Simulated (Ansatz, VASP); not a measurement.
# Cross-check of SbAs between VASP and Ansatz

Aim: how closely do two programs agree when they are given the same cell, functional and k mesh? The cell is generated by rule, not measured, and may not be a known phase. The cell is taken from a series of runs on this material, whose earlier steps may have relaxed, scaled, displaced or heated it; both programs get it as it stands.

Main program and level: Ansatz 0.2.0; plane waves, with VASP 6.6.1 beside it; relaxation of cell and atoms at PBEsol.

**1. Set-up**

Symmetry: Pm-3m, No. 221, cubic system. Conventional cell: a = 3.542 Å, b = 3.542 Å, c = 3.542 Å, α = 90.00°, β = 90.00°, γ = 90.00°. Nearest to Sb lie 8 As at 3.07 Å. As has 8 Sb at 3.07 Å nearest. Farther neighbours are not listed.

As a file:

```
Sb As
1.0
     3.54219    0.00000    0.00000
     0.00000    3.54219    0.00000
     0.00000    0.00000    3.54219
Sb As
1 1
Direct
  0.00000 0.00000 0.00000
  0.50000 0.50000 0.50000
```

**2. VASP: relaxation of cell and atoms, PBEsol, pair 1**

The relaxed volume is the usual yardstick between codes: in a stiff, nearly cubic crystal its relative difference is about their pressure difference at one cell divided by the bulk modulus.

Lines of VASP's logs that name or quote its potential files are left out, and so is its time.

The input, INCAR:

```
SYSTEM = SbAs
PREC = Accurate
ENCUT = 500
EDIFF = 1E-07
NELM = 120
ISMEAR = 0
SIGMA = 0.1
LREAL = .FALSE.
ALGO = Normal
GGA = PS
NBANDS = 11
LORBIT = 11
LWAVE = .FALSE.
LCHARG = .FALSE.
ISIF = 3
IBRION = 2
NSW = 80
EDIFFG = -0.005
LASPH = .TRUE.
GGA_COMPAT = .FALSE.
NELMIN = 4
KPAR = 2
```

The input, POSCAR:

```
SbAs
1.0
    3.5421940000      0.0000000000      0.0000000000
    0.0000000000      3.5421940000      0.0000000000
    0.0000000000      0.0000000000      3.5421940000
Sb As
1 1
Direct
    0.0000000000      0.0000000000      0.0000000000
    0.5000000000      0.5000000000      0.5000000000
```

The input, KPOINTS:

```
Automatic mesh
0
Gamma
10 10 10
0 0 0
```

PAW data sets: Sb and As (PBE family, release 64).

Command:

```
> mpirun -np 2 vasp_std
```

Numbers of over 12 decimals in the logs are rounded to 6 here.

Output:

```text
[banner, memory and clock lines left out]
running    2 mpi-ranks, on    1 nodes
 distrk:  each k-point on    1 cores,    2 groups
 distr:  one band on    1 cores,    1 groups

 POSCAR found type information on POSCAR SbAs
 POSCAR found :  2 types and       2 ions
|                                                                             |
|               ----> ADVICE to this user running VASP <----                  |
|                                                                             |
|     You enforced a specific xc type in the INCAR file but a different       |
|     [... a line on the potential file left out ...]
|     I HOPE YOU KNOW WHAT YOU ARE DOING!                                     |
|                                                                             |

 LDA part: xc-table for (Slater+PW92), standard interpolation
 POSCAR, INCAR and KPOINTS ok, starting setup
 FFT: planning ... GRIDC
 FFT: planning ... GRID_SOFT
 FFT: planning ... GRID
 WAVECAR not read
 entering main loop
       N       E                     dE             d eps       ncg     rms          rms(c)
DAV:   1     0.257265052470E+02    0.25727E+02   -0.35874E+03  1232   0.687E+02
DAV:   2    -0.783444195328E+01   -0.33561E+02   -0.32734E+02  1712   0.111E+02
DAV:   3    -0.919782570572E+01   -0.13634E+01   -0.13430E+01  1476   0.234E+01
DAV:   4    -0.920683430278E+01   -0.90086E-02   -0.90032E-02  1444   0.223E+00
DAV:   5    -0.920689255343E+01   -0.58251E-04   -0.58249E-04  1436   0.195E-01    0.269E+00
DAV:   6    -0.915310146685E+01    0.53791E-01   -0.19885E-01  1328   0.152E+00    0.158E+00
DAV:   7    -0.914952058218E+01    0.35809E-02   -0.17884E-02  1454   0.664E-01    0.583E-01
DAV:   8    -0.914845165126E+01    0.10689E-02   -0.18481E-03  1364   0.219E-01    0.775E-02
DAV:   9    -0.914841557253E+01    0.36079E-04   -0.32787E-04  1379   0.902E-02    0.417E-02
DAV:  10    -0.914841216290E+01    0.34096E-05   -0.25035E-05  1376   0.279E-02    0.589E-03
DAV:  11    -0.914841233596E+01   -0.17306E-06   -0.11595E-06  1478   0.797E-03    0.198E-03
DAV:  12    -0.914841207242E+01    0.26354E-06   -0.94196E-09   832   0.816E-04    0.318E-04
DAV:  13    -0.914841203165E+01    0.40774E-07   -0.53153E-09   742   0.365E-04
   1 F= -.91484120E+01 E0= -.91446469E+01  d E =-.914841E+01
 curvature:   0.00 expect dE= 0.000E+00 dE for cont linesearch  0.000E+00
 trial: gam= 0.00000 g(F)=  0.000E+00 g(S)=  0.317E-02 ort = 0.000E+00 (trialstep = 0.100E+01)
 search vector abs. value=  0.317E-02
 bond charge predicted
       N       E                     dE             d eps       ncg     rms          rms(c)
DAV:   1    -0.915210955315E+01   -0.36975E-02   -0.84095E-02  1292   0.147E+00    0.266E-01
DAV:   2    -0.915009701671E+01    0.20125E-02   -0.20053E-03  1310   0.290E-01    0.142E-01
DAV:   3    -0.914917237168E+01    0.92465E-03   -0.14791E-03  1250   0.196E-01    0.310E-02
DAV:   4    -0.914915678595E+01    0.15586E-04   -0.30670E-05  1423   0.316E-02    0.224E-02
DAV:   5    -0.914915442846E+01    0.23575E-05   -0.18205E-06  1370   0.850E-03    0.414E-03
DAV:   6    -0.914915417194E+01    0.25652E-06   -0.12125E-07   863   0.221E-03    0.579E-04
DAV:   7    -0.914915414649E+01    0.25454E-07   -0.10609E-08   682   0.746E-04
   2 F= -.91491541E+01 E0= -.91454031E+01  d E =-.742115E-03
 trial-energy change:   -0.000742  1 .order   -0.000710   -0.003166    0.001746
 step:   0.6534(harm=  0.6445)  dis= 0.00000  next Energy=    -9.149455 (dE=-0.104E-02)
 bond charge predicted
       N       E                     dE             d eps       ncg     rms          rms(c)
DAV:   1    -0.914981571227E+01   -0.66154E-03   -0.10052E-02  1289   0.505E-01    0.920E-02
DAV:   2    -0.914957158209E+01    0.24413E-03   -0.24490E-04  1310   0.101E-01    0.491E-02
DAV:   3    -0.914945743287E+01    0.11415E-03   -0.17572E-04  1253   0.674E-02    0.102E-02
DAV:   4    -0.914945525999E+01    0.21729E-05   -0.37491E-06  1433   0.110E-02    0.761E-03
DAV:   5    -0.914945525559E+01    0.44031E-08   -0.20027E-07  1292   0.285E-03
   3 F= -.91494553E+01 E0= -.91456884E+01  d E =-.104322E-02
 curvature:  -0.32 expect dE=-0.150E-07 dE for cont linesearch -0.150E-07
 trial: gam= 0.00000 g(F)=  0.106E-64 g(S)=  0.465E-07 ort =-0.121E-04 (trialstep = 0.931E+00)
 search vector abs. value=  0.466E-07
 reached required accuracy - stopping structural energy minimisation
```

From OUTCAR (step 2):

```text
ion  position               nearest neighbor table
   1  0.000  0.000  0.000-   2 3.07   2 3.07   2 3.07   2 3.07   2 3.07   2 3.07   2 3.07   2 3.07

  LATTYP: Found a simple cubic cell.
 ALAT       =     3.5421940000

 Subroutine GETGRP returns: Found 48 space group operations
 (whereof 48 operations were pure point group operations)

The static configuration has the point symmetry O_h .

 Found     56 irreducible k-points:

   k-points           NKPTS =     56   k-points in BZ     NKDIM =     56   number of bands    NBANDS=     11

   dimension x,y,z NGX =    28 NGY =   28 NGZ =   28
   dimension x,y,z NGXF=    56 NGYF=   56 NGZF=   56

   ENCUT  =  500.0 eV  36.75 Ry    6.06 a.u.   6.46  6.46  6.46*2*pi/ulx,y,z

   NELECT =      10.0000    total number of electrons

 k-points in reciprocal lattice and weights: Automatic mesh
   0.00000000  0.00000000  0.00000000       0.001
   0.10000000  0.00000000  0.00000000       0.006
   0.20000000  0.00000000  0.00000000       0.006
   0.30000000  0.00000000  0.00000000       0.006
   0.40000000  0.00000000  0.00000000       0.006
   0.50000000  0.00000000  0.00000000       0.003
   0.10000000  0.10000000  0.00000000       0.012
   0.20000000  0.10000000  0.00000000       0.024
   0.30000000  0.10000000  0.00000000       0.024
[...]
0.50000000  0.50000000  0.40000000       0.006
   0.50000000  0.50000000  0.50000000       0.001

 average (electrostatic) potential at core
       1 -84.9440       2 -46.7785

 E-fermi :   7.9670

 k-point     1 :       0.0000    0.0000    0.0000
  band No.  band energies     occupation
      1      -6.2090      2.00000
      2       2.0050      2.00000
      3       5.8158      2.00000
      4       5.8158      2.00000
      5       5.8158      2.00000
      6      11.2424      0.00000
      7      11.2424      0.00000
      8      14.0674      0.00000
      9      14.0674      0.00000
     10      14.0674      0.00000
    ...

 k-point     2 :       0.1000    0.0000    0.0000
  band No.  band energies     occupation
      1      -6.0930      2.00000
      2       1.6034      2.00000
      3       5.7562      2.00000
      4       5.9383      2.00000
      5       5.9383      2.00000
      6      11.3487      0.00000
      7      11.9682      0.00000
      8      13.5297      0.00000
      9      13.6751      0.00000
     10      13.6751      0.00000
    ...

 k-point     3 :       0.2000    0.0000    0.0000
  band No.  band energies     occupation
      1      -5.7467      2.00000
      2       0.5667      2.00000
      3       5.8468      2.00000
      4       6.3022      2.00000
      5       6.3022      2.00000
      6      11.6676      0.00000
      7      12.0220      0.00000
      8      12.6744      0.00000
      9      12.6744      0.00000
     10      14.0543      0.00000
    ...

  Total        0.0008018      0.0008018      0.0008018      0.0000000     -0.0000000      0.0000000
  in kB        0.0291916      0.0291916      0.0291916      0.0000000     -0.0000000      0.0000000
  external PRESSURE =       0.0291916 kB  Pullay stress =       0.0000000 kB

  energy-cutoff  :      500.00
  volume of cell :       44.01
      direct lattice vectors                 reciprocal lattice vectors
     3.530516124 -0.000000000  0.000000000     0.283244706 -0.000000000 -0.000000000
     0.000000000  3.530516124  0.000000000     0.000000000  0.283244706 -0.000000000
     0.000000000  0.000000000  3.530516124    -0.000000000 -0.000000000  0.283244706

 POSITION                                       TOTAL-FORCE (eV/Angst)
 -----------------------------------------------------------------------------------
      0.00000      0.00000      0.00000        -0.000000      0.000000      0.000000
      1.76526      1.76526      1.76526         0.000000     -0.000000      0.000000
 -----------------------------------------------------------------------------------
    total drift:                               -0.000000      0.000000      0.000000

  FREE ENERGIE OF THE ION-ELECTRON SYSTEM (eV)
  ---------------------------------------------------
  free  energy   TOTEN  =        -9.1494552556 eV

  energy  without entropy=       -9.1419215652  energy(sigma->0) =       -9.14568841

 reached required accuracy - stopping structural energy minimisation

 total charge
# of ion       s       p       d       tot
------------------------------------------
    1        1.260   1.012   0.053   2.325
    2        1.323   1.293   0.041   2.657
--------------------------------------------------
tot          2.583   2.305   0.093   4.982

[... 3 further parts left out ...]
```

CONTCAR:

```
SbAs
   1.00000000000000
     3.5305161236354756   -0.0000000000000000    0.0000000000000000
     0.0000000000000000    3.5305161236354756    0.0000000000000000
     0.0000000000000000    0.0000000000000000    3.5305161236354756
  Sb              As
     1     1
Direct
     0.0000000000000000    0.0000000000000000    0.0000000000000000
     0.5000000000000000    0.5000000000000000    0.5000000000000000
```

The run keeps the 48 symmetry operations of its start, so it cannot find a distortion of lower symmetry.

**3. Ansatz: relaxation of cell and atoms, PBEsol, pair 1**

Ansatz runs on its default PAW (the set named soft_2) files.

The same cell, functional, mesh and smearing now go to Ansatz, which takes its cutoff from its data sets.

The input, input.yaml:

```yaml
crystal:
  lattice:
    - [3.5421941831, 0.0, 0.0]
    - [0.0, 3.5421941831, 0.0]
    - [0.0, 0.0, 3.5421941831]
  atoms:
    - { symbol: Sb, position: [0.0, 0.0, 0.0] }
    - { symbol: As, position: [0.5, 0.5, 0.5] }
kpoints:
  mp_grid: { grid: [10, 10, 10] }
hamiltonian:
  xc: pbesol
scf:
  occupations: { method: gaussian, width: 0.1 }
output:
  forces: true
  stress: true
  eigenvalues: true
  write_density: true
  write_potential: true
  elf: true
  volumetric_format: npy
relax:
  adjacent_minimum: "off"
  f_tol: 0.005
  max_steps: 80
  cell: { stress_tol: 0.05 }
```

Command:

```
> ansatz run input.yaml --threads 4 --pin off --max-ram 7168MiB --backend cpu --events-out ev --progress --plain --runs-dir out
```

Output:

```text
Engine: ansatz 0.2.0, x86_64-unknown-linux-gnu
Pseudopotentials: kind: paw
Pseudopotential: Sb, paw, valence charge 15, recommended cutoff 420 eV (normal), Sb.paw.azcp
Pseudopotential: As, paw, valence charge 15, recommended cutoff 420 eV (normal), As.paw.azcp
Functional definition: PBEsol
  exchange = pbesol_x
  correlation = pbesol_c
Crystal: 2 atoms, lattice volume = 44.444 Å³
Basis set: ecut = 420 eV, 895 PW (Γ), exchange–correlation on 48×48×48 points (8 copies of the dense FFT grid, shifted against one another)
Bands: 19, of which v1, the nominal top of the filled ones, is band 15 counted from 1 (14 counted from 0)
Symmetry: 48 space group operations
Space group: Pm-3m (ITA 221), of the structure as read, at distance tolerance 3.5e-5 Å
k-points: 56 of 1000
Non-local potential: Sb, projectors of the file, l = 0: 2, l = 1: 2, l = 2: 2, l = 3: 2
Non-local potential: As, projectors of the file, l = 0: 2, l = 1: 2, l = 2: 3, l = 3: 1
PAW form: soft (Blöchl's): semilocal exchange-correlation on the pseudo side does not see the compensation charge
PAW frozen core: Sb, regenerated for the run's functional, and the local potential with it (the file was generated under x = pbe(κ = 0.804, μ = 0.219515), c = pbe(β = 0.066725))
PAW frozen core: As, regenerated for the run's functional, and the local potential with it (the file was generated under x = pbe(κ = 0.804, μ = 0.219515), c = pbe(β = 0.066725))
PAW one-centre angular grid: Sb, 590 points (default); XC on 64 Gauss nodes
PAW one-centre angular grid: As, 590 points (default); XC on 64 Gauss nodes
Initial density: superposition of atomic densities (neutral atoms: chi_scale 0, normalization atom), corrected by the library's trained network
Initial wavefunctions: pseudopotential atomic-orbital guess
Functional: x = pbesol(κ = 0.804, μ = 0.123457), c = pbesol(β = 0.046)
SCF iter   1: F=—  HF=-11220.577268 eV  |F-HF|=—  |Δ(HF+E_count)|=         —  Δρ=3.62e-3  dr2=1.00e-2  ethr=1.77e-3  ⟨swp⟩=5.6  Hψ=5030  notcnv=0
preconditioner: auto → Kerker (q_TF=auto, 2.555 Å⁻¹)  [metal: Δε(μ)=0.037 eV  Ē_g=9.507 eV  σ=0.100 eV  W_gap=0.21  n_scr=18 (ndim 8)  ℏωp=17.6 eV  f_vac=0.000  D(μ)=1.67/eV (n_scr^D=18)]
SCF iter   2: F=—  HF=-11220.574043 eV  |F-HF|=—  |Δ(HF+E_count)|=   3.23e-3  Δρ=2.05e-3  dr2=2.64e-3  ethr=3.35e-5  ⟨swp⟩=1.7  Hψ=1577  notcnv=0
SCF iter   3: F=—  HF=-11220.573376 eV  |F-HF|=—  |Δ(HF+E_count)|=   6.67e-4  Δρ=4.47e-4  dr2=1.55e-4  ethr=8.80e-6  ⟨swp⟩=2.1  Hψ=1894  notcnv=0
SCF iter   4: F=—  HF=-11220.573318 eV  |F-HF|=—  |Δ(HF+E_count)|=   5.80e-5  Δρ=2.14e-4  dr2=1.14e-5  ethr=5.18e-7  ⟨swp⟩=2.0  Hψ=1900  notcnv=0
SCF iter   5: F=—  HF=-11220.573326 eV  |F-HF|=—  |Δ(HF+E_count)|=   7.70e-6  Δρ=8.78e-5  dr2=1.79e-6  ethr=3.79e-8  ⟨swp⟩=2.0  Hψ=1621  notcnv=0
SCF iter   6: F=—  HF=-11220.573324 eV  |F-HF|=—  |Δ(HF+E_count)|=   1.40e-6  Δρ=1.50e-5  dr2=1.05e-7  ethr=5.97e-9  ⟨swp⟩=2.0  Hψ=1620  notcnv=0
SCF iter   7: F=-11220.573324 eV  HF=-11220.573324 eV  |F-HF|=4.21e-9  |Δ(HF+E_count)|=   1.73e-9  Δρ=5.35e-6  dr2=1.18e-8  ethr=3.33e-10  ⟨swp⟩=8.1  Hψ=6182  notcnv=0
SCF 1 converged in 7 iterations: F = -11220.573324 eV  dr2 = 1.18e-8
  greatest PAW one-centre occupation: 0.999 electrons in one spin orbital (limit 2), on the As atom at site 1 (counted from 0), in its partial waves of l = 2
relax step   1: F+E_penalty+E_count = -11220.57332438 eV  Δ(F+E_penalty+E_count) = +0.000e0 eV  max|allowed force component| = 1.183e-30 eV/Å  Δτ_max = 0.0000 Å  P = -0.780 GPa  Ω = 44.444 Å³  (7 SCF iters, dr2 threshold 1.00e-7 eV, accepted)
[...]
relax step   2: F+E_penalty+E_count = -11220.57408302 eV  Δ(F+E_penalty+E_count) = -7.586e-4 eV  max|allowed force component| = 3.780e-31 eV/Å  Δτ_max = 0.0000 Å  P = +0.561 GPa  Ω = 43.677 Å³  energy of the carried Pulay correction = +1.799e-4 eV  (4 SCF iters, dr2 threshold 2.00e-7 eV, accepted)
[...]
relax step   3: F+E_penalty+E_count = -11220.57454936 eV  Δ(F+E_penalty+E_count) = -4.663e-4 eV  max|allowed force component| = 1.315e-30 eV/Å  Δτ_max = 0.0000 Å  P = -0.010 GPa  Ω = 43.995 Å³  energy of the carried Pulay correction = +1.051e-4 eV  (3 SCF iters, dr2 threshold 2.00e-7 eV, accepted)
[...]
relax step   4: F+E_penalty+E_count = -11220.57444545 eV  Δ(F+E_penalty+E_count) = +1.039e-4 eV  max|allowed force component| = 4.273e-31 eV/Å  Δτ_max = 0.0000 Å  P = -0.010 GPa  Ω = 43.995 Å³  stress off target by 9.84e-3 GPa  SCF on the basis re-selected at this cell (its energy is not comparable with the rows above)  (5 SCF iters)
basis re-selected at this cell: Δ(F+E_penalty+E_count) = +1.039e-4 eV, ΔP = +0.000 GPa vs the last step (what re-selecting the basis moved, of the pressure what is left beyond the Pulay correction that the steps carried, after the strain that the cell walked since its last selection, with what the two solves' SCF thresholds leave and, on support functions, any second-order correction that the steps lacked; it is no m [...]
SCF converged after 5 iterations
Free energy (F): -11220.574445 eV
Harris-Foulkes:  -11220.574445 eV  (|F-HF|=3.64e-12)
Internal energy: -11220.566941 eV  (E = F + TS)
E sigma→0 (E₀):  -11220.570693 eV
Entropy (-TS):   -0.007505 eV (-3.752 meV/atom)
Fermi energy:    12.485596 eV
--- Per-component energies (eV) ---
  E_band       = -333.747674
  E_kinetic    = 310.342432
  E_local      = -2856.112941  (includes V_loc(G=0)·N_el)
  E_nonlocal   = -305.280213
  E_hartree    = 1476.936164
  E_xc         = -217.022875
  E_vxc        = -176.859460  (∫ρ·V_xc dr)
  E_paw        = -6290.747532  (= ΣΔE_a)
  E_vpaw       = -259.709881  (= ΣTr[D̂ρ^β])
  E_aug_tail   = 0.000007  (compensation charges beyond the density's cutoff)
  E_ewald      = -3339.980268
  E_core_change = 1.298286  (= ΣΔE_core)
  E_smearing   = -0.007505  (= −TS)
  E_closure    = 0.000000  (closes the sum)
  Σ components = -11220.574445   (vs F -11220.574445, Δ=0.00e0)
--- Forces (eV/Å), atoms counted from 1 ---
  atom   1  Sb    -0.00000000    -0.00000000    -0.00000000
  atom   2  As    -0.00000000     0.00000000    -0.00000000
  max |Σ_I F_I| component: 3.29e-31 eV/Å
--- Stress (GPa, compression-positive) ---
       -0.009838      -0.000000       0.000000
       -0.000000      -0.009838       0.000000
        0.000000       0.000000      -0.009838
  P = ⅓ Tr σ = -0.0098 GPa (-0.098 kbar)
--- Band table (eV; the first three rows and the last of 56) ---
  k-point 0: bands = [... 11 lower, 6.5073, 10.3371, 10.3371, 10.3371, 15.7857, 15.7857, 18.5800, 18.5800]
  k-point 1: bands = [... 11 lower, 6.1084, 10.2763, 10.4595, 10.4595, 15.8930, 16.5167, 18.0443, 18.1919]
  k-point 2: bands = [... 11 lower, 5.0775, 10.3642, 10.8231, 10.8231, 16.2150, 16.5344, 17.1951, 17.1951]
  k-point 55: bands = [... 11 lower, 5.2008, 9.3489, 9.3489, 9.3489, 9.5207, 9.5207, 9.5207, 28.4794]
--- Relaxed structure (3 steps of the walk, 3 accepted, 1 SCFs on fresh bases) ---
  F+E_penalty+E_count = -11220.57444545 eV   max|allowed force component| = 4.273e-31 eV/Å   (the final SCF, on the basis selected at the relaxed cell)
  cell:  # Å, volume = 43.9948 Å³
    - [3.530208, 0, 0.0]
    - [0, 3.530208, 0.0]
    - [0, 0.0, 3.530208]
  atoms:
    - { symbol: Sb, position: [0, 0, 0] }
    - { symbol: As, position: [0.5, 0.5, 0.5] }
```

In the SCF lines HF is the Harris–Foulkes energy and dr2 the Hartree energy of the density residual, in eV; the loop may stop once dr2 is under the threshold and the program's other checks hold. Hψ counts applications of the Hamiltonian.

**4. Side by side**

Known differences besides the potentials themselves: the data sets hold 30 valence electrons in Ansatz (on its default PAW (the set named soft_2) files) and 10 in VASP; the cutoff is 420 eV in Ansatz and 500 eV in VASP; Ansatz makes its cores anew for this functional, VASP keeps those of its PBE data sets; Ansatz adds a Pulay correction to the stress that steers its cell, VASP none. Total energies have different zeros and are not compared.

Both answers:

```csv
quantity,Ansatz,VASP,difference
volume (Å³),43.99,44.01,-0.03 %
"edge a after relaxation, in the typed setting (Å)",3.530,3.530,-0.01 %
```

(Continued in part 2 of 2.)

[Lines on the potential files, build, host, timing and source positions are cut from VASP's logs without a mark.]

[Logs are printed without paths, hosts, clocks, repeated set-up lines and the standing remarks that a program may print on its own settings, such as how far it seeks lower states.]

[Hosts, paths, dates, database ids (printed as entryN), source tags and the programs' standing remarks are cut or masked in the printed files.]
